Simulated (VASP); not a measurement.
VASP ran on this input.

### POSCAR
```
GaSb
1
    4.6775517213     0.0000000000     0.0000000000
   -2.3387758606     4.0508783884    -0.0000000000
    0.0000000000    -0.0000000000     5.8425880945
Ga Sb
2 2
Direct
  0.3333330000   0.6666670000   0.2500000000
  0.6666670000   0.3333330000   0.7500000000
  0.6666670000   0.3333330000   0.2500000000
  0.3333330000   0.6666670000   0.7500000000
```

### INCAR
```
ALGO=Normal
EDIFF=1E-6
EDIFFG=-0.01
ENCUT=400
GGA=PS
IBRION=2
ISIF=3
ISMEAR=1
LASPH=.TRUE.
LCHARG=.FALSE.
LMAXMIX=4
LREAL=.FALSE.
LWAVE=.FALSE.
NELM=100
NSW=60
PREC=Accurate
SIGMA=0.1
SYSTEM=GaSb
```

### KPOINTS
```
kpoints
0
gamma
  8 8 6
0 0 0
```

POTCAR, in this order: Ga_d Sb (PBE.64 set). Program: vasp_std.

Write an equivalent input for Ansatz.

One equivalent input (not run):
Ansatz 0.2 input:
```yaml
crystal:
  lattice:
    - [4.6775517, 0.0000000, 0.0000000]
    - [-2.3387759, 4.0508784, 0.0000000]
    - [0.0000000, 0.0000000, 5.8425881]
  atoms:
    - { symbol: Ga, position: [0.3333330, 0.6666670, 0.2500000] }
    - { symbol: Ga, position: [0.6666670, 0.3333330, 0.7500000] }
    - { symbol: Sb, position: [0.6666670, 0.3333330, 0.2500000] }
    - { symbol: Sb, position: [0.3333330, 0.6666670, 0.7500000] }
kpoints:
  mp_grid: { grid: [8, 8, 6] }
hamiltonian:
  xc: pbesol
  pseudopotentials: { kind: paw }
scf:
  occupations: { method: methfessel_paxton, width: 0.1 }
  max_iter: 100
relax:
  max_steps: 60
  f_tol: 0.01
  cell: {}
output: { forces: true, stress: true, eigenvalues: true }
```
The two are equivalent in intent, not identical: each code has its own PAW files, so the cut-off isn't converted (ENCUT is set for VASP's; basis.ecutwfc is left out, and Ansatz then takes the one that its files recommend); Ansatz stops its SCF on the density residual and VASP on the energy change (EDIFF).

The structure was generated: GaSb was put into the layered h-BN type type (P6_3/mmc), which need not be its known phase. This run relaxes it. Symmetry was kept, so distortions that lower it aren't found. The start is the result of an earlier pass.
